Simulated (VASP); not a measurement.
# PtP (relaxed from the rock salt structure, space group Fm-3m): computed properties

Method: PBEsol GGA, VASP's PBE PAW potentials (set 64) (plane waves; VASP 6.6.1).

```
Item                                                                  Result
----------------------------------  ----------------------------------------
space group                                                      Fm-3m (225)
cell                                a = b = c = 4.9612 Å, α = β = γ = 90.00°
volume per atom                                               15.26 Å^3/atom
band gap (over mesh and band path)  none (metal, semimetal or under 0.01 eV)
density                                                          12.30 g/cm³
```

```xyz
2
Lattice="0.0000 2.4806 2.4806 2.4806 0.0000 2.4806 2.4806 2.4806 0.0000" Properties=species:S:1:pos:R:3 pbc="T T T"
Pt     0.0000     0.0000     0.0000
P      2.4806     2.4806     2.4806
```

Unless said otherwise, spin-orbit coupling is left out, though it shifts the bands of the heavy elements here.

The structure was generated: PtP was put into the rock salt type (Fm-3m), which need not be its known phase. It was relaxed first, which changed the volume by -16 %. Symmetry was kept, so distortions that lower it aren't found. The electron count is odd and the run is not spin-polarised, which forces a metal.
